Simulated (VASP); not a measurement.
Data:

```yaml
crystal:
  lattice:
    - [0.00000, 3.13564, 3.13564]
    - [3.13564, 0.00000, 3.13564]
    - [3.13564, 3.13564, 0.00000]
  atoms:
    - { symbol: Pb, position: [0.00000, 0.00000, 0.00000] }
    - { symbol: Se, position: [0.50000, 0.50000, 0.50000] }
```

Level of theory: HSE06 screened hybrid, VASP's PBE PAW potentials (set 64) (plane waves; VASP). Run with 300 eV cut-off, 5×5×5 Γ-centred mesh, Fermi-Dirac smearing of 0.050 eV, potentials Pb_d Se.

At this cut-off the stress carries a Pulay error, which pulls relaxed volumes low.

Problem. Give the stress tensor in GPa (positive for a compressed cell).

Solution. 
```
-2.63   0.00   0.00
 0.00  -2.63   0.00
 0.00   0.00  -2.63
```
The pressure is its mean diagonal, -2.63 GPa.

The structure comes from a computed database's PbSe entry; how it stands against other phases isn't given here. The cell was not relaxed at this level.
